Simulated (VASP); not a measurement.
Method: PBEsol GGA, VASP's PBE PAW potentials (set 64) (plane waves; VASP).

VASP input:

POSCAR:
```
SiC
1
    1.5687033377    -2.7170736352     0.0000000000
    1.5687033377     2.7170736352     0.0000000000
    0.0000000000     0.0000000000     5.1510642069
Si C
2 2
Direct
  0.6666670000   0.3333330000   0.4996384767
  0.3333330000   0.6666670000   0.9996384767
  0.6666670000   0.3333330000   0.8753615233
  0.3333330000   0.6666670000   0.3753615233
```

### KPOINTS
```
Automatic mesh
0
Gamma
8 8 5
0 0 0
```

### INCAR
```
! general
SYSTEM = SiC
PREC   = Accurate
ENCUT  = 520
LREAL  = .False.
LASPH  = .True.

! electronic loop
EDIFF  = 1E-7
NELM   = 100
ALGO   = Normal

! smearing
ISMEAR = 0
SIGMA  = 0.05

! functional
GGA    = PS

! ions
IBRION = 2
NSW    = 30
ISIF   = 4
EDIFFG = -0.01

! output
LWAVE  = .False.
LCHARG = .False.
```

POTCAR, in this order: Si C (PBE.64 set). Program: vasp_std.

Q: Estimate the energy per atom (σ→0).

A: 
The energy per atom (σ→0) is -7.932 eV/atom.

### OSZICAR
```
...
   1 F= -.31727759E+02 E0= -.31727759E+02  d E =-.317278E+02
       N       E                     dE             d eps       ncg     rms          rms(c)
DAV:   1    -0.317277680540E+02   -0.94696E-05   -0.31028E-03   784   0.486E-01    0.175E-02
DAV:   2    -0.317277687095E+02   -0.65548E-06   -0.55744E-05   936   0.626E-02    0.876E-03
DAV:   3    -0.317277661166E+02    0.25929E-05   -0.37249E-06   872   0.184E-02    0.274E-03
DAV:   4    -0.317277660679E+02    0.48782E-07   -0.15002E-06   916   0.900E-03    0.144E-03
DAV:   5    -0.317277660652E+02    0.26557E-08   -0.75590E-08   488   0.246E-03
   2 F= -.31727766E+02 E0= -.31727766E+02  d E =-.745525E-05
```

The compound is SiC in the wurtzite structure, the rare 2H polytype. This cell is one point of a volume scan, at 1.06 of the reference volume. Symmetry was kept, so distortions that lower it aren't found.
